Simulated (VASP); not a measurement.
A run of VASP 6.6.1 is set up as follows.

Contents of INCAR:

```
ALGO = Normal
EDIFF = 1E-6
EDIFFG = -0.01
ENCUT = 600
GGA = PS
IBRION = 2
ISIF = 3
ISMEAR = 1
LASPH = True
LCHARG = False
LREAL = False
LWAVE = False
NELM = 60
NSW = 40
PREC = Accurate
SIGMA = 0.2
```

Contents of KPOINTS:

```
k-points
0
Gamma
  6 6 6
```

Contents of POSCAR:

```
Ba2Os
1.0
    3.1930817800     -3.8447256900      0.0000000000
    3.1930817800      3.8447256900      0.0000000000
    0.0000000000      0.0000000000      4.4341040400
Ba Os
2 1
Direct
    0.0000000000      0.5000000000      0.0000000000
    0.5000000000      0.0000000000      0.0000000000
    0.0000000000      0.0000000000      0.0000000000
```

Potentials or basis: VASP PAW PBE potentials, release 64 (Ba_sv, Os).

Run with:

```sh
$ cat potpaw_PBE.64/Ba_sv/POTCAR potpaw_PBE.64/Os/POTCAR > POTCAR
$ mpirun -np 1 vasp_std > vasp.out
```

(1) What does it give for the band gap on the k mesh?

(2) What does it give for the relaxed cell?

(3) What does it give for the space group after relaxing (to 0.05 Å)?

Answers

(1) none (metal or under the smearing width).

(2) a = 5.689 Å, b = 5.689 Å, c = 3.317 Å, α = 90.00°, β = 90.00°, γ = 90.07°.

(3) P4/mmm (No. 123).
